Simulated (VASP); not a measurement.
An input for Quantum ESPRESSO's pw.x (written as the equivalent of a VASP run, and not itself run):

```
&CONTROL
  calculation = 'scf'
  pseudo_dir = './pseudo'
  outdir = './out'
  tprnfor = .true.
  tstress = .true.
/
&SYSTEM
  ibrav = 0
  nat = 5
  ntyp = 3
  ecutwfc = 72
  occupations = 'smearing'
  smearing = 'gaussian'
  degauss = 0.003675
  input_dft = 'pz'
/
&ELECTRONS
  conv_thr = 7.3e-09
  electron_maxstep = 100
/
ATOMIC_SPECIES
  Cs 132.905 Cs.upf
  Sn 118.710 Sn.upf
  I 126.904 I.upf
CELL_PARAMETERS angstrom
     6.0850153    0.0000000    0.0000000
     0.0000000    6.0850153    0.0000000
     0.0000000    0.0000000    6.0850153
ATOMIC_POSITIONS crystal
  Cs   0.0000000  0.0000000  0.0000000
  Sn   0.5000000  0.5000000  0.5000000
  I    0.5000000  0.0000000  0.5000000
  I    0.0000000  0.5000000  0.5000000
  I    0.5000000  0.5000000  0.0000000
K_POINTS automatic
  4 4 4 0 0 0
```

**Question.** Translate this input to VASP (INCAR, KPOINTS, POSCAR, choice of POTCAR).

**Answer.** This is not unique; one that fits is 
INCAR:
```
SYSTEM = CsSnI3
PREC = Accurate
ENCUT = 520
EDIFF = 1E-7
NELM = 100
ALGO = Normal
LREAL = .FALSE.
LASPH = .TRUE.
ISMEAR = 0
SIGMA = 0.05
LMAXMIX = 4
LWAVE = .FALSE.
LCHARG = .FALSE.
ISIF = 2
```

KPOINTS:
```
Automatic
0
gamma
4 4 4
```

File POSCAR:
```
CsSnI3
1.0
  6.0850152536   0.0000000000   0.0000000000
  0.0000000000   6.0850152536   0.0000000000
  0.0000000000   0.0000000000   6.0850152536
Cs Sn I
1 1 3
Cart
  0.0000000000   0.0000000000   0.0000000000
  3.0425076268   3.0425076268   3.0425076268
  3.0425076268   0.0000000000   3.0425076268
  0.0000000000   3.0425076268   3.0425076268
  3.0425076268   3.0425076268   0.0000000000
```

POTCAR, in this order: Cs_sv Sn_d I (LDA.64 set). Program: vasp_std.

Limits of the translation: the potentials are each code's own (VASP's PAW set, PseudoDojo norm-conserving files in pw.x), so ENCUT and ecutwfc are chosen apart and not converted; conv_thr bounds pw.x's estimated SCF error, while EDIFF bounds the energy change between steps.

The compound is CsSnI3 in the cubic perovskite structure, the ideal cubic form; the compound distorts at low or room temperature. This cell is one point of a volume scan, at 1.03 of the reference volume.
